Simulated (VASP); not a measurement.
Computed with LDA (Ceperley-Alder, Perdew-Zunger), VASP's LDA PAW potentials (set 64) (plane waves; VASP). For the first row: Settings: 520 eV cut-off, 8×8×8 Γ-centred mesh, Gaussian smearing of 0.050 eV, potentials Ga_d As.

```csv
system,energy (eV/atom)
GaAs (zinc blende),-4.8185
Ga atom,-0.1457
As atom,-1.3174
```

Atoms are spin-polarised in a large box without symmetry, with the spin fixed by Hund's rule, and may not be in the lowest state of each functional; no zero-point energy is added.

Question: What is the cohesive energy per atom of GaAs?

Answer: The references average (1×(-0.1457) + 1×(-1.3174))/2 = -0.7315 eV, so the cohesive energy is -0.7315 − (-4.8185) = 4.087 eV/atom. Measured: 3.340 eV/atom at 0 K (as given by Daniel Mejia-Rodriguez et al., Physical Review B (2018), arXiv:1807.09216; static lattice: zero-point vibration energy added).
